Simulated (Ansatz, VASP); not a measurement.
# One calculation of CsNiN, two programs

```
Cs Ni N
1.0
     5.53697    0.00000    0.00000
    -2.76848    4.79515    0.00000
     0.00000    0.00000    3.44666
Cs Ni N
1 1 1
Direct
  0.66667 0.33333 0.50000
  0.33333 0.66667 0.00000
  0.33333 0.66667 0.50000
```

The cell comes from a database or a generator and needn't be the stable form of this composition.

Alike in both runs: task single point; functional PBE; k mesh 6 × 6 × 8; occupations fermi-dirac, width 0.05 eV; collinear spin, ferromagnetic start.

|  | VASP | Ansatz |
| --- | --- | --- |
| version | VASP 6.6.1 | Ansatz 0.2.0 |
| potentials or method | VASP PAW PBE potentials, release 64 (Cs_sv, Ni, N) | Ansatz PAW |
| plane-wave cutoff (eV) | 520 | 420 |
| valence electrons in the cell | 24 | 32 |

```tsv
	VASP	Ansatz	Ansatz less VASP
gap on the k mesh at the Fermi level (eV)	none	none	-
pressure (GPa)	0.1	0.1	-0.05
largest component of the traceless stress (GPa)	0.04	0.08	+0.045
net moment per atom (μB)	0.13	0.13	+0.001
size of the moment on the site where the two differ most (μB)	0.22	0.21	-0.015
```

Site moments also hang on the region over which each program counts them. A gap of «none» marks a metal or a gap that the smearing closes. With one functional, cell and mesh, what is left measures potentials, basis and numerics. The two sets of potentials don't hold the same shells in valence.

Caveats: a cell with one magnetic atom can't hold antiferromagnetic order, which such compounds often take. The runs have no spin-orbit coupling, so splittings on Cs are missing. With open d or f shells a metallic result of PBE can be an artefact of self-interaction; +U or a hybrid may open a gap.
